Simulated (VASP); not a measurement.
AuAl$_{2}$ (fluorite): the bulk modulus from VASP (plane waves, PAW) at several levels of theory. Static lattice, third-order Birch-Murnaghan fit over five volumes.

```csv
level,bulk modulus (GPa)
LDA,121
PBE,105
PBEsol,116
SCAN,127
r2SCAN,119
```

The cell of the LDA run:

```
Al2Au
1.0
    0.00000     2.97982     2.97982
    2.97982     0.00000     2.97982
    2.97982     2.97982     0.00000
Al Au
2 1
Direct
  0.25000   0.25000   0.25000
  0.75000   0.75000   0.75000
  0.00000   0.00000   0.00000
```

Only levels that ran to the end are used. Left out are those held back, those with too coarse a band path, GW runs whose mesh misses a band edge, hybrids' fits of cells that aren't cubic and levels without matching references; a question may draw on a part of the rest.

The compound is AuAl2 in the fluorite structure.
